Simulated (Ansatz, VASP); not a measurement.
# BaPbO3: VASP beside Ansatz, part 2 of 2

One calculation is typed for both programs; each brings its own data sets. How far apart do they land? The cell is taken from a series of runs on this material, whose earlier steps may have relaxed, scaled, displaced or heated it; both programs get it as it stands.

VASP 6.6.1 and Ansatz 0.2.0.

So far: Set-up; Ansatz: relaxation of cell and atoms, PBEsol.

## Step 3: VASP: relaxation of cell and atoms, PBEsol

Level of this step: PBEsol; plane waves and PAW (Ba_sv, Pb_d, O) (VASP).

The same cell, functional, mesh and smearing now go to VASP, with its own data sets.

Lines of VASP's logs that name or quote its potential files are left out, and so is its time.

The input, INCAR:

```
SYSTEM = BaPbO3
PREC = Accurate
ENCUT = 600
EDIFF = 1E-07
NELM = 120
ISMEAR = 1
SIGMA = 0.2
LREAL = .FALSE.
ALGO = Normal
GGA = PS
NBANDS = 52
LORBIT = 11
LWAVE = .FALSE.
LCHARG = .FALSE.
ISIF = 3
IBRION = 2
NSW = 80
EDIFFG = -0.005
LASPH = .TRUE.
GGA_COMPAT = .FALSE.
NELMIN = 4
KPAR = 2
```

The input, POSCAR:

```
BaPbO3
1.0
   -2.9937940000      2.9937940000      4.3563130000
    2.9937940000     -2.9937940000      4.3563130000
    2.9937940000      2.9937940000     -4.3563130000
Ba Pb O
2 2 6
Direct
    0.7500000574      0.2500000574      0.5000000000
    0.2500000574      0.7500000574      0.5000000000
    0.5000000000      0.5000000000      0.0000000000
    0.0000000000      0.0000000000      0.0000000000
    0.8051591058      0.6948408942      0.5000000000
    0.1948408942      0.3051591058      0.5000000000
    0.3051591058      0.8051591058      0.1103182116
    0.6948408942      0.1948408942      0.8896817884
    0.7500000574      0.7500000574      0.0000000000
    0.2500000574      0.2500000574      0.0000000000
```

The input, KPOINTS:

```
Automatic mesh
0
Gamma
8 8 8
0 0 0
```

Potentials, in the order of the species: Ba_sv, Pb_d and O (PBE family, release 64).

On the command line:

```sh
mpirun -np 2 vasp_std
```

Numbers of over 12 decimals in the logs are rounded to 6 here.

The log of the run:

```text
[banner, memory and clock lines left out]
running    2 mpi-ranks, on    1 nodes
 distrk:  each k-point on    1 cores,    2 groups
 distr:  one band on    1 cores,    1 groups

 POSCAR found type information on POSCAR BaPbO
 POSCAR found :  3 types and      10 ions
|                                                                             |
|               ----> ADVICE to this user running VASP <----                  |
|                                                                             |
|     You enforced a specific xc type in the INCAR file but a different       |
|     [... a line on the potential file left out ...]
|     I HOPE YOU KNOW WHAT YOU ARE DOING!                                     |
|                                                                             |

 LDA part: xc-table for (Slater+PW92), standard interpolation
 POSCAR, INCAR and KPOINTS ok, starting setup
 FFT: planning ... GRIDC
 FFT: planning ... GRID_SOFT
 FFT: planning ... GRID
 WAVECAR not read
 entering main loop
       N       E                     dE             d eps       ncg     rms          rms(c)
DAV:   1     0.112990073850E+04    0.11299E+04   -0.43660E+04  6136   0.196E+03
DAV:   2     0.115763959380E+03   -0.10141E+04   -0.95615E+03  6728   0.518E+02
DAV:   3    -0.575680463782E+02   -0.17333E+03   -0.16807E+03  7372   0.225E+02
DAV:   4    -0.690575941618E+02   -0.11490E+02   -0.11396E+02  9216   0.574E+01
DAV:   5    -0.693832577206E+02   -0.32566E+00   -0.32518E+00  9176   0.858E+00    0.171E+01
DAV:   6    -0.612082855604E+02    0.81750E+01   -0.40710E+01  8788   0.499E+01    0.817E+00
DAV:   7    -0.611211536910E+02    0.87132E-01   -0.34144E+00  7056   0.907E+00    0.407E+00
DAV:   8    -0.610337234235E+02    0.87430E-01   -0.64338E-01  9260   0.459E+00    0.102E+00
DAV:   9    -0.610131748475E+02    0.20549E-01   -0.10524E-01  9528   0.275E+00    0.290E-01
DAV:  10    -0.610150120257E+02   -0.18372E-02   -0.13546E-02  9740   0.866E-01    0.951E-02
DAV:  11    -0.610149568948E+02    0.55131E-04   -0.14977E-03  9784   0.300E-01    0.309E-02
DAV:  12    -0.610149826626E+02   -0.25768E-04   -0.20804E-04  9252   0.685E-02    0.302E-02
DAV:  13    -0.610149765251E+02    0.61375E-05   -0.38999E-05  9640   0.386E-02    0.814E-03
DAV:  14    -0.610149760005E+02    0.52457E-06   -0.52345E-06  9676   0.141E-02    0.279E-03
DAV:  15    -0.610149755136E+02    0.48695E-06   -0.56890E-07  7888   0.420E-03    0.125E-03
DAV:  16    -0.610149752227E+02    0.29084E-06   -0.95554E-08  5092   0.551E-03    0.337E-04
DAV:  17    -0.610149752372E+02   -0.14453E-07   -0.11018E-07  4544   0.182E-03
   1 F= -.61014975E+02 E0= -.61024663E+02  d E =-.610150E+02
[... from here on, the cycles between the ionic steps are left out ...]
   2 F= -.61018470E+02 E0= -.61028306E+02  d E =-.349438E-02
   3 F= -.61019542E+02 E0= -.61029331E+02  d E =-.456634E-02
   4 F= -.61020274E+02 E0= -.61030037E+02  d E =-.732862E-03
   5 F= -.61021258E+02 E0= -.61030942E+02  d E =-.171667E-02
   6 F= -.61021867E+02 E0= -.61031491E+02  d E =-.608938E-03
   7 F= -.61022585E+02 E0= -.61032076E+02  d E =-.132675E-02
   8 F= -.61022653E+02 E0= -.61032094E+02  d E =-.139495E-02
 curvature:  -2.97 expect dE=-0.233E-03 dE for cont linesearch -0.119E-07
 trial: gam= 0.26745 g(F)=  0.174E-04 g(S)=  0.608E-04 ort = 0.265E-05 (trialstep = 0.122E+01)
 search vector abs. value=  0.205E-03
 bond charge predicted
       N       E                     dE             d eps       ncg     rms          rms(c)
DAV:   1    -0.610226818742E+02   -0.28590E-04   -0.82138E-02  6992   0.151E+00    0.961E-02
DAV:   2    -0.610227443776E+02   -0.62503E-04   -0.24160E-03  7716   0.287E-01    0.324E-02
DAV:   3    -0.610227191665E+02    0.25211E-04   -0.11127E-04  9460   0.108E-01    0.122E-02
DAV:   4    -0.610227146376E+02    0.45289E-05   -0.22054E-05  9856   0.510E-02    0.492E-03
DAV:   5    -0.610227141286E+02    0.50902E-06   -0.41598E-06  7820   0.112E-02    0.240E-03
DAV:   6    -0.610227135613E+02    0.56728E-06   -0.40232E-07  6536   0.463E-03    0.107E-03
DAV:   7    -0.610227133379E+02    0.22346E-06   -0.78646E-08  4276   0.286E-03    0.370E-04
DAV:   8    -0.610227133176E+02    0.20286E-07   -0.61723E-08  3708   0.160E-03
   9 F= -.61022713E+02 E0= -.61032142E+02  d E =-.601247E-04
 trial-energy change:   -0.000060  1 .order   -0.000061   -0.000097   -0.000025
 step:   1.6881(harm=  1.6511)  dis= 0.00182  next Energy=   -61.022718 (dE=-0.648E-04)
 reached required accuracy - stopping structural energy minimisation
```

Parts of OUTCAR (step 3):

```text
ion  position               nearest neighbor table
   1  0.750  0.250  0.500-   5 2.73   6 2.73   8 2.73   7 2.73   9 2.99  10 2.99   9 2.99  10 2.99
                             3 3.70   4 3.70   3 3.70   4 3.70   3 3.70   3 3.70   4 3.70   4 3.70
   2  0.250  0.750  0.500-   7 2.73   8 2.73   5 2.73   6 2.73   9 2.99  10 2.99  10 2.99   9 2.99
                             3 3.70   4 3.70   4 3.70   3 3.70   4 3.70   3 3.70   3 3.70   4 3.70
   3  0.500  0.500  0.000-   5 2.17   7 2.17   8 2.17   6 2.17  10 2.18   9 2.18   1 3.70   2 3.70
                             2 3.70   1 3.70   2 3.70   1 3.70   2 3.70   1 3.70
   4  0.000  0.000  0.000-   6 2.17   7 2.17   8 2.17   5 2.17   9 2.18  10 2.18   1 3.70   2 3.70
                             1 3.70   2 3.70   2 3.70   2 3.70   1 3.70   1 3.70
   5  0.805  0.695  0.500-   4 2.17   3 2.17   1 2.73   2 2.73
   6  0.195  0.305  0.500-   3 2.17   4 2.17   1 2.73   2 2.73
   7  0.305  0.805  0.110-   3 2.17   4 2.17   2 2.73   1 2.73
   8  0.695  0.195  0.890-   3 2.17   4 2.17   2 2.73   1 2.73
   9  0.750  0.750  0.000-   4 2.18   3 2.18   1 2.99   2 2.99   1 2.99   2 2.99
  10  0.250  0.250  0.000-   3 2.18   4 2.18   1 2.99   2 2.99   2 2.99   1 2.99

  LATTYP: Found a body centered tetragonal cell.
 ALAT       =     5.9875880000
 C/A-ratio  =     1.4551144802

 Subroutine GETGRP returns: Found 16 space group operations
 (whereof  8 operations were pure point group operations)

The static configuration has the point symmetry C_4h.
 The point group associated with its full space group is D_4h.

 Found     59 irreducible k-points:

   k-points           NKPTS =     59   k-points in BZ     NKDIM =     59   number of bands    NBANDS=     52

   dimension x,y,z NGX =    50 NGY =   50 NGZ =   50
   dimension x,y,z NGXF=   100 NGYF=  100 NGZF=  100

   ENCUT  =  600.0 eV  44.10 Ry    6.64 a.u.  12.13 12.13 12.13*2*pi/ulx,y,z

   NELECT =      84.0000    total number of electrons

 k-points in reciprocal lattice and weights: Automatic mesh
   0.00000000  0.00000000  0.00000000       0.002
   0.12500000 -0.00000000  0.00000000       0.016
   0.25000000 -0.00000000  0.00000000       0.016
   0.37500000 -0.00000000  0.00000000       0.016
   0.50000000 -0.00000000  0.00000000       0.008
   0.12500000  0.12500000  0.00000000       0.016
   0.25000000  0.12500000  0.00000000       0.031
   0.37500000  0.12500000  0.00000000       0.031
   0.50000000  0.12500000  0.00000000       0.031
[...]
-0.37500000 -0.37500000  0.37500000       0.004
   0.50000000  0.50000000  0.50000000       0.002

 average (electrostatic) potential at core
       1 -33.5796       2 -33.5796       3 -91.9501       4 -91.9501       5 -70.0501
       6 -70.0501       7 -70.0501       8 -70.0501       9 -69.8608      10 -69.8608

 E-fermi :   3.2265

 k-point     1 :       0.0000    0.0000    0.0000
  band No.  band energies     occupation
    ...
     39       3.0318      2.04431
     40       3.1176      1.78696
     41       3.1176      1.78696
     42       3.2041      1.18826
     43       3.2805      0.56133
     44       7.9563      0.00000
     45       8.0890      0.00000
     46       8.2196      0.00000
     47       8.2196      0.00000
     48       8.9507      0.00000
    ...

 k-point     2 :       0.1250   -0.0000    0.0000
  band No.  band energies     occupation
    ...
     38       2.7768      2.00661
     39       2.9301      2.05689
     40       2.9661      2.06926
     41       3.0963      1.88343
     42       3.1076      1.83528
     43       3.5076     -0.06314
     44       8.0713      0.00000
     45       8.1175      0.00000
     46       8.3909      0.00000
     47       8.4022      0.00000
    ...

 k-point     3 :       0.2500   -0.0000    0.0000
  band No.  band energies     occupation
    ...
     38       2.6467      2.00032
     39       2.7723      2.00605
     40       2.7858      2.00785
     41       2.9999      2.06799
     42       3.0428      2.02893
     43       4.0204     -0.00000
     44       7.6175      0.00000
     45       8.5316      0.00000
     46       8.9068      0.00000
     47       8.9668      0.00000
    ...

  Total       -0.0480249     -0.0480249      0.0120666      0.0000000      0.0000000      0.0000000
  in kB       -0.4883748     -0.4883748      0.1227079      0.0000000      0.0000000      0.0000000
  external PRESSURE =      -0.2846806 kB  Pullay stress =       0.0000000 kB

  energy-cutoff  :      600.00
  volume of cell :      157.55
      direct lattice vectors                 reciprocal lattice vectors
    -3.004398504  3.004398504  4.363640499     0.000000000  0.166422663  0.114583225
     3.004398504 -3.004398504  4.363640499     0.166422663  0.000000000  0.114583225
     3.004398504  3.004398504 -4.363640499     0.166422663  0.166422663  0.000000000

 POSITION                                       TOTAL-FORCE (eV/Angst)
 -----------------------------------------------------------------------------------
      0.00000      3.00440      2.18182         0.000000      0.000000      0.000000
      3.00440      0.00000      2.18182         0.000000      0.000000      0.000000
      0.00000      0.00000      4.36364         0.000000      0.000000      0.000000
      0.00000      0.00000     -0.00000         0.000000      0.000000      0.000000
      1.19088      1.81352      4.36364         0.003022     -0.003022     -0.000000
      1.81352      1.19088     -0.00000        -0.003022      0.003022     -0.000000
      1.81352     -1.19088      4.36364        -0.003022     -0.003022      0.000000
      1.19088      4.19528     -0.00000         0.003022      0.003022     -0.000000
      0.00000      0.00000      6.54546         0.000000      0.000000      0.000000
      0.00000      0.00000      2.18182         0.000000      0.000000      0.000000
 -----------------------------------------------------------------------------------
    total drift:                               -0.000010      0.000010      0.001051

  FREE ENERGIE OF THE ION-ELECTRON SYSTEM (eV)
  ---------------------------------------------------
  free  energy   TOTEN  =       -61.0227133176 eV

  energy  without entropy=      -61.0509989767  energy(sigma->0) =      -61.03214187

 reached required accuracy - stopping structural energy minimisation

 total charge
# of ion       s       p       d       tot
------------------------------------------
    1        1.999   5.615   0.276   7.890
    2        1.999   5.615   0.276   7.890
    3        1.053   0.806  10.038  11.897
    4        1.053   0.806  10.038  11.897
    5        1.565   3.380   0.000   4.944
    6        1.565   3.380   0.000   4.944
    7        1.565   3.380   0.000   4.944
    8        1.565   3.380   0.000   4.944
    9        1.561   3.377   0.000   4.938
   10        1.561   3.377   0.000   4.938
--------------------------------------------------
tot         15.486  33.113  20.629  69.228

[... 3 further parts left out ...]
```

Harder data sets than Ba_sv exist (the GW ones), and pressures, volumes and forces can shift noticeably with them. The run keeps the 16 symmetry operations of its start, so it cannot find a distortion of lower symmetry.

## Step 4: Comparison

Known differences besides the potentials themselves: the cutoff is 420 eV in Ansatz and 600 eV in VASP; Ansatz makes its cores anew for this functional, VASP keeps those of its PBE data sets; Ansatz adds a Pulay correction to the stress that steers its cell, VASP none. Total energies have different zeros and are not compared.

The two programs side by side:

| quantity | Ansatz | VASP | difference |
| --- | --- | --- | --- |
| volume (Å³) | 156.18 | 157.55 | -0.87 % |
| edge a after relaxation, in the typed setting (Å) | 6.075 | 6.090 | -0.26 % |

Our record labels this cell a metal in Ansatz alone; each run is judged by its own test, so with a small gap or wide smearing the label says little about the levels.

## Step 5: Summary of results

```json
{
 "difference in volume (relaxation of cell and atoms, PBEsol)": "-0.87 %"
}
```

The difference in volume is -0.87 % (relaxation of cell and atoms, PBEsol), within the 1.2 % picked in this series as the mark of a large difference, as far as the stopping tolerances let one tell. How closely two codes agree says nothing of how well the functional describes the real material.

[Lines on the potential files, build, host, timing and source positions are cut from VASP's logs without a mark.]

[Logs are printed without paths, hosts, clocks, repeated set-up lines and the standing remarks that a program may print on its own settings, such as how far it seeks lower states.]

[Hosts, paths, dates, database ids (printed as entryN), source tags and the programs' standing remarks are cut or masked in the printed files.]
